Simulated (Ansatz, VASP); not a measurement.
Two plane-wave programs on K3Ag2

Contents of INCAR:

```
SYSTEM = K3Ag2
ALGO = Fast
EDIFF = 1E-7
EDIFFG = -0.01
ENCUT = 600
GGA = PE
IBRION = 2
ISIF = 3
ISMEAR = 0
LASPH = .TRUE.
LCHARG = .FALSE.
LREAL = .FALSE.
LWAVE = .FALSE.
NELM = 100
NSW = 100
PREC = Accurate
SIGMA = 0.1
```

Contents of KPOINTS:

```
k-points
0
G
  6 6 6
  0 0 0
```

File POSCAR:

```
K3Ag2
1.0
    6.3765456012      0.0000000000      0.0000000000
    0.0000000000      6.3765456012      0.0000000000
    0.0000000000      0.0000000000      6.3765456012
K Ag
3 2
Direct
    0.0000000000      0.5000000000      0.5000000000
    0.5000000000      0.0000000000      0.5000000000
    0.5000000000      0.5000000000      0.0000000000
    0.0000000000      0.0000000000      0.0000000000
    0.5000000000      0.5000000000      0.5000000000
```

Input for Ansatz:

```yaml
crystal:
  lattice:
    - [6.3765456012, 0.0, 0.0]
    - [0.0, 6.3765456012, 0.0]
    - [0.0, 0.0, 6.3765456012]
  atoms:
    - { symbol: K, position: [0.0, 0.5, 0.5] }
    - { symbol: K, position: [0.5, 0.0, 0.5] }
    - { symbol: K, position: [0.5, 0.5, 0.0] }
    - { symbol: Ag, position: [0.0, 0.0, 0.0] }
    - { symbol: Ag, position: [0.5, 0.5, 0.5] }
basis:
  ecutwfc: 420
kpoints:
  mp_grid: { grid: [6, 6, 6] }
hamiltonian:
  xc: pbe
scf:
  occupations: { method: gaussian, width: 0.1 }
output:
  forces: true
  stress: true
  eigenvalues: true
  write_density: true
  write_potential: true
  elf: true
  volumetric_format: npy
relax:
  adjacent_minimum: "off"
  f_tol: 0.01
  max_steps: 80
  cell: { stress_tol: 0.05 }
```

Alike in both runs: task relaxation of cell and atoms; functional PBE; k mesh 6 × 6 × 6; occupations gaussian, width 0.1 eV; no spin polarisation.

|  | VASP | Ansatz |
| --- | --- | --- |
| version | VASP 6.6.1 | Ansatz 0.2.0 |
| potentials or method | VASP PAW PBE potentials, release 64 (K_sv, Ag) | scalar-relativistic, plane waves, PAW |
| plane-wave cutoff (eV) | 600 | 420 |
| valence electrons in the cell | 49 | 65 |

|  | VASP | Ansatz | Ansatz less VASP |
| --- | --- | --- | --- |
| gap on the k mesh at the Fermi level, each at its own relaxed structure (eV) | none | none | - |
| relaxed volume (Å³/atom) | 53.17 | 52.97 | -0.199 |
| relaxed cell length with the largest relative difference (Å) | 6.430 | 6.422 | -0.0080 |

A gap of «none» marks a metal or a gap that the smearing closes. The two sets of potentials don't hold the same shells in valence.
